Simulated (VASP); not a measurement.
An input for Ansatz (written as the equivalent of a VASP run, and not itself run):

Ansatz 0.2 input:
```yaml
crystal:
  lattice:
    - [-2.1443997, 2.1443997, 4.6484771]
    - [2.1443997, -2.1443997, 4.6484771]
    - [2.1443997, 2.1443997, -4.6484771]
  atoms:
    - { symbol: Hf, position: [0.7500000, 0.2500000, 0.5000000] }
    - { symbol: Hf, position: [0.2500000, 0.7500000, 0.5000000] }
    - { symbol: Hf, position: [0.5000000, 0.5000000, 1.0000000] }
    - { symbol: Bi, position: [1.0000000, 1.0000000, 1.0000000] }
kpoints:
  mp_grid: { grid: [11, 11, 11] }
hamiltonian:
  xc: lda
  pseudopotentials: { kind: paw }
scf:
  occupations: { method: tetrahedron }
  max_iter: 100
output: { forces: true, stress: true, eigenvalues: true }
```

Write the VASP files for the same calculation (LDA).

One answer among several that fit: 
### POSCAR
```
Hf3Bi
1.0
 -2.1443997350   2.1443997350   4.6484770682
  2.1443997350  -2.1443997350   4.6484770682
  2.1443997350   2.1443997350  -4.6484770682
Hf Bi
3 1
Cart
  0.0000000000   2.1443997350   2.3242385341
  2.1443997350   0.0000000000   2.3242385341
  2.1443997350   2.1443997350   0.0000000000
  2.1443997350   2.1443997350   4.6484770682
```

### INCAR
```
# general
SYSTEM   =  Hf3Bi
PREC     =  Accurate
ENCUT    =  400
LREAL    =  .FALSE.   # projection in real space or not
LASPH    =  .TRUE.   # aspherical one-centre terms

# electronic loop
EDIFF    =  1E-7   # SCF stop (eV)
NELM     =  100   # most electronic steps
ALGO     =  Normal   # blocked Davidson
LMAXMIX  =  6

# smearing
ISMEAR   =  -5

# ions
ISIF     =  2   # forces and stress, cell fixed

# output
LWAVE    =  .FALSE.
LCHARG   =  .TRUE.
LORBIT   =  11
NEDOS    =  601   # DOS grid

# other
LEFG     =  .TRUE.
```

**KPOINTS**
```
Automatic mesh
0
Gamma
11 11 11
0 0 0
```

POTCAR, in this order: Hf_pv Bi_d (LDA.64 set). Program: vasp_std.

The two are equivalent in intent, not identical: each code has its own PAW files, so the cut-off isn't converted (ENCUT is set for VASP's; basis.ecutwfc is left out, and Ansatz then takes the one that its files recommend); Ansatz stops its SCF on the density residual and VASP on the energy change (EDIFF); Ansatz's lda is the Perdew-Wang form, while the LDA potentials of VASP carry Perdew-Zunger's; the field gradients of LEFG aren't asked of the other code.

The structure comes from a computed database's Hf3Bi entry (I4/mmm); how it stands against other phases isn't given here. It was relaxed first, which changed the volume by -7 %.
